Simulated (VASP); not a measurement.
Given:

```xyz
6
Lattice="4.6768 0.0000 0.0000 -2.3384 4.0502 0.0000 0.0000 0.0000 7.4794" Properties=species:S:1:pos:R:3 pbc="T T T"
Sm     0.0000     0.0000     3.7397
Sm     0.0000     0.0000     0.0000
Sn     2.3384     1.3501     5.6096
Sn     0.0000     2.7001     1.8699
Au     2.3384     1.3501     1.8699
Au     0.0000     2.7001     5.6096
```

The numbers are results of PBEsol GGA with spin-orbit coupling, VASP's PBE PAW potentials (set 64) (plane waves; VASP 6.6.1), not measurements. Settings: 400 eV cut-off, 7×7×4 Γ-centred mesh, Gaussian smearing of 0.050 eV, potentials Sm_3 Sn_d Au.

The 4f electrons are frozen in the core of the lanthanide potential, so 4f levels, which can set the real gap, and their magnetism are missing.

Problem. Give the energies of bands 63 to 76 at the high-symmetry points, in eV from the Fermi level.

Solution. 
| band | Γ | M | K | A | L | H |
|---|---|---|---|---|---|---|
| 63 | -1.26 | -3.51 | -3.71 | -1.26 | -3.88 | -3.71 |
| 64 | -1.26 | -3.51 | -3.71 | -1.26 | -3.88 | -3.71 |
| 65 | -1.06 | -2.41 | -3.66 | -0.33 | -1.85 | -2.81 |
| 66 | -1.06 | -2.41 | -3.66 | -0.33 | -1.85 | -2.81 |
| 67 | -0.04 | -1.32 | -1.63 | -0.33 | -1.85 | -2.75 |
| 68 | -0.04 | -1.32 | -1.63 | -0.33 | -1.85 | -2.75 |
| 69 | 0.41 | -1.19 | -1.27 | -0.13 | -0.15 | -0.29 |
| 70 | 0.41 | -1.19 | -1.27 | -0.13 | -0.15 | -0.29 |
| 71 | 0.87 | -1.04 | -1.23 | -0.13 | -0.15 | -0.20 |
| 72 | 0.87 | -1.04 | -1.23 | -0.13 | -0.15 | -0.20 |
| 73 | 1.01 | -0.29 | 1.04 | 0.54 | 0.15 | 0.36 |
| 74 | 1.01 | -0.29 | 1.04 | 0.54 | 0.15 | 0.36 |
| 75 | 1.15 | 0.99 | 1.74 | 0.54 | 0.15 | 0.36 |
| 76 | 1.15 | 0.99 | 1.74 | 0.54 | 0.15 | 0.36 |

It has no gap at this level: it comes out as a metal or semimetal.

The structure comes from a computed database's SmSnAu entry (P6_3/mmc); how it stands against other phases isn't given here. It was relaxed first, which changed the volume by -6 %.
